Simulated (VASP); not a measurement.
Sc3ZrN4 (ordered alloy cell): computed properties

All values below come from PBEsol GGA, VASP's PBE PAW potentials (set 64) (plane waves; VASP 6.6.1).

For Sc₃ZrN₄, the space group is R-3m (166) and the cell comes out as a = b = 3.177 Å, c = 31.121 Å, α = β = 90.00°, γ = 120.00°. The volume per atom is 11.33 Å^3/atom and the band gap (over mesh and band path) comes out as none (metal, semimetal or under 0.01 eV). The density is 5.17 g/cm³.

```
CELL_PARAMETERS angstrom
      0.00000     2.24619     2.24619
      2.24619     0.00000     2.24619
      8.98421     8.98421     0.00057
ATOMIC_POSITIONS crystal
  Zr 0.00000 0.00000 0.00000
  N  0.49966 0.49966 0.12525
  N  0.49982 0.49982 0.37514
  N  0.50018 0.50018 0.62486
  N  0.50034 0.50034 0.87475
  Sc 0.99453 0.99453 0.25410
  Sc 0.00000 0.00000 0.50000
  Sc 0.00547 0.00547 0.74590
```

The structure was generated: Sc3ZrN4 was put into an ordered model structure (R-3m), which need not be its known phase. It was relaxed first. Symmetry was kept, so distortions that lower it aren't found. The electron count is odd and the run is not spin-polarised, which forces a metal.
